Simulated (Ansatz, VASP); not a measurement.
**MgCd7Te8 in VASP and in Ansatz**

```xyz
16
Lattice="-6.4830 6.4830 0.0000 -6.4830 0.0000 6.4830 0.0000 6.4830 6.4830" Properties=species:S:1:pos:R:3 pbc="T T T"
Mg    0.0000    0.0000    0.0000
Cd   -3.2415    3.2415   -0.0062
Cd   -3.2415   -0.0062    3.2415
Cd    0.0062    3.2415    3.2415
Cd   -6.4892    3.2415    3.2415
Cd   -3.2415    6.4892    3.2415
Cd   -3.2415    3.2415    6.4892
Cd   -6.4830    6.4830    6.4830
Te  -11.3556    8.0935    8.0935
Te   -8.1043    4.8618    8.1043
Te   -8.1043    8.1043    4.8618
Te  -11.3556   11.3556   11.3556
Te   -4.8618    4.8618    4.8618
Te   -8.0935    8.0935   11.3556
Te   -8.0935   11.3556    8.0935
Te   -4.8618    8.1043    8.1043
```

Alike in both runs: functional PBEsol; k mesh 4 × 4 × 4; occupations gaussian, width 0.02 eV; no spin polarisation.

Ansatz relaxed the structure, and its values are those at the end. VASP's run is a single point on that final structure, the one shown.

```csv
,VASP,Ansatz
version,VASP 6.6.1,Ansatz 0.2.0
potentials or method,"VASP PAW PBE potentials, release 64 (Mg, Cd, Te)","scalar-relativistic, plane waves, PAW"
plane-wave cutoff (eV),520,420
valence electrons in the cell,134,278
```

```csv
,VASP,Ansatz,Ansatz less VASP
gap on the k mesh at the Fermi level (eV),0.83,0.82,-0.002
least direct gap on the mesh (eV),0.83,0.82,-0.002
pressure (GPa),0.1,0.0,-0.15
rms of the force components (eV/Å),0.003,0.000,-0.0032
```

The two sets of potentials don't hold the same shells in valence.

Caveats: the PAW data sets were made with another functional, which shifts forces and pressure a little (VASP); spin-orbit coupling is left out, which moves the levels of the heavy elements.
